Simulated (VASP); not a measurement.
VASP runs on TaC (rock salt) share one base input (PBE GGA, plane waves, VASP's PBE PAW potentials (set 64)) and change the settings named in each case.

INCAR:
```
ALGO  =  Normal
EDIFF  =  1E-6
ENCUT  =  520
GGA  =  PE
ISIF  =  2
ISMEAR  =  1
LASPH  =  .TRUE.
LCHARG  =  .FALSE.
LMAXMIX  =  6
LREAL  =  .FALSE.
LWAVE  =  .FALSE.
NELM  =  100
PREC  =  Accurate
SIGMA  =  0.1
SYSTEM  =  TaC
```

**POSCAR**
```
TaC
1
    0.0000000000     2.2300000000     2.2300000000
    2.2300000000     0.0000000000     2.2300000000
    2.2300000000     2.2300000000     0.0000000000
Ta C
1 1
Direct
  0.0000000000   0.0000000000   0.0000000000
  0.5000000000   0.5000000000   0.5000000000
```

KPOINTS:
```
Regular mesh
0
gamma
13 13 13
```

POTCAR, in this order: Ta_pv C (PBE.64 set). Program: vasp_std.

| change | E(σ→0) (eV/atom) | −TS (eV) | electronic steps |
|---|---|---|---|
| base run | -11.1018 | -0.0005 | 13 |
| NBANDS = 8 | … | … | 13 |
| NBANDS = 9 | -11.1015 | -0.0003 | 18 |
| NBANDS = 15 | -11.1018 | -0.0005 | 13 |
| NBANDS = 22 | -11.1018 | -0.0005 | 13 |

Task: Some entries are withheld; supply them.

Result: 
- NBANDS = 8, E(σ→0) (eV/atom): -11.0956
- NBANDS = 8, −TS (eV): 0.0003

Unless said otherwise, spin-orbit coupling is left out, though it shifts the bands of the heavy elements here.

Left out are runs that ran out of time, are held back, or changed the cell or the kind of run, fixed moments of cells without a moment, rows past the twelfth, gaps on odd meshes, pressures of charged cells and columns that move by less than the noise.

The compound is TaC in the rock salt structure. The cell was not relaxed at this level. The electron count is odd and the run is not spin-polarised, which forces a metal.
